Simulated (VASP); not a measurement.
OSZICAR of a VASP run on Ga$_{2}$In$_{2}$N$_{4}$ (ordered alloy cell):

OSZICAR:
```
       N       E                     dE             d eps       ncg     rms          rms(c)
DAV:   1     0.829443290839E+03    0.82944E+03   -0.34248E+04  1427   0.275E+03
DAV:   2     0.116460971565E+03   -0.71298E+03   -0.69143E+03  1424   0.676E+02
DAV:   3    -0.421081915720E+02   -0.15857E+03   -0.15423E+03  1586   0.254E+02
DAV:   4    -0.561725815694E+02   -0.14064E+02   -0.13947E+02  1781   0.754E+01
DAV:   5    -0.566060479374E+02   -0.43347E+00   -0.43228E+00  1968   0.147E+01    0.180E+01
DAV:   6    -0.486310810233E+02    0.79750E+01   -0.31942E+01  2340   0.604E+01    0.107E+01
DAV:   7    -0.489044999159E+02   -0.27342E+00   -0.43935E+00  1536   0.120E+01    0.433E+00
DAV:   8    -0.488267151806E+02    0.77785E-01   -0.34120E-01  2154   0.577E+00    0.226E+00
DAV:   9    -0.488005066925E+02    0.26208E-01   -0.89540E-02  2240   0.368E+00    0.488E-01
DAV:  10    -0.487987586105E+02    0.17481E-02   -0.11127E-02  2059   0.109E+00    0.325E-01
DAV:  11    -0.487987555438E+02    0.30667E-05   -0.41367E-03  2272   0.504E-01    0.202E-01
DAV:  12    -0.487988730924E+02   -0.11755E-03   -0.39091E-04  2180   0.221E-01    0.650E-02
DAV:  13    -0.487988994660E+02   -0.26374E-04   -0.14522E-04  1600   0.106E-01    0.301E-02
DAV:  14    -0.487988950977E+02    0.43683E-05   -0.19410E-05  2106   0.441E-02    0.154E-02
DAV:  15    -0.487988959096E+02   -0.81193E-06   -0.54279E-06  1560   0.215E-02
   1 F= -.48798896E+02 E0= -.48798892E+02  d E =-.487989E+02
       N       E                     dE             d eps       ncg     rms          rms(c)
DAV:   1    -0.488006888802E+02   -0.17938E-02   -0.93717E-02  2000   0.290E+00    0.295E-01
DAV:   2    -0.487995956754E+02    0.10932E-02   -0.71812E-03  1970   0.112E+00    0.133E-01
DAV:   3    -0.487991080510E+02    0.48762E-03   -0.91500E-04  2130   0.483E-01    0.526E-02
DAV:   4    -0.487990660431E+02    0.42008E-04   -0.33765E-04  2039   0.150E-01    0.240E-02
DAV:   5    -0.487990657837E+02    0.25935E-06   -0.52916E-05  1578   0.813E-02    0.162E-02
DAV:   6    -0.487990651223E+02    0.66148E-06   -0.66408E-06  1712   0.402E-02
   2 F= -.48799065E+02 E0= -.48799059E+02  d E =-.169213E-03
       N       E                     dE             d eps       ncg     rms          rms(c)
DAV:   1    -0.487992396732E+02   -0.17389E-03   -0.80608E-03  2013   0.851E-01    0.869E-02
DAV:   2    -0.487991458057E+02    0.93868E-04   -0.60515E-04  1984   0.322E-01    0.394E-02
DAV:   3    -0.487991047163E+02    0.41089E-04   -0.75041E-05  2105   0.138E-01    0.152E-02
DAV:   4    -0.487991022775E+02    0.24388E-05   -0.28580E-05  2072   0.430E-02    0.659E-03
DAV:   5    -0.487991025929E+02   -0.31541E-06   -0.41869E-06  1334   0.234E-02
   3 F= -.48799103E+02 E0= -.48799097E+02  d E =-.206683E-03
       N       E                     dE             d eps       ncg     rms          rms(c)
DAV:   1    -0.487992132318E+02   -0.11095E-03   -0.26199E-02  1568   0.102E+00    0.923E-02
DAV:   2    -0.487992129838E+02    0.24798E-06   -0.11958E-03  1828   0.377E-01    0.377E-02
DAV:   3    -0.487991930343E+02    0.19950E-04   -0.13260E-04  2184   0.131E-01    0.231E-02
DAV:   4    -0.487991871232E+02    0.59111E-05   -0.18739E-05  2208   0.612E-02    0.885E-03
DAV:   5    -0.487991868810E+02    0.24223E-06   -0.51236E-06  1477   0.289E-02
   4 F= -.48799187E+02 E0= -.48799182E+02  d E =-.842881E-04
```

### Question
Which electronic solver shows in the log?

### Answer
It is blocked Davidson (ALGO = Normal, or the opening steps of other solvers). The INCAR had ALGO = Normal.

### Question
Can the final energy be trusted as converged?

### Answer
The calculation finished and met its thresholds. It stopped with EDIFF = 1E-6, NELM = 100, NSW = 60 and EDIFFG = -0.02 after 4 ionic steps (PBEsol GGA, plane waves, VASP's PBE PAW potentials (set 64)).

The structure was generated: Ga2In2N4 was put into an ordered model structure (P3m1), which need not be its known phase. This run relaxes it. Symmetry was kept, so distortions that lower it aren't found. The start is the result of an earlier pass.
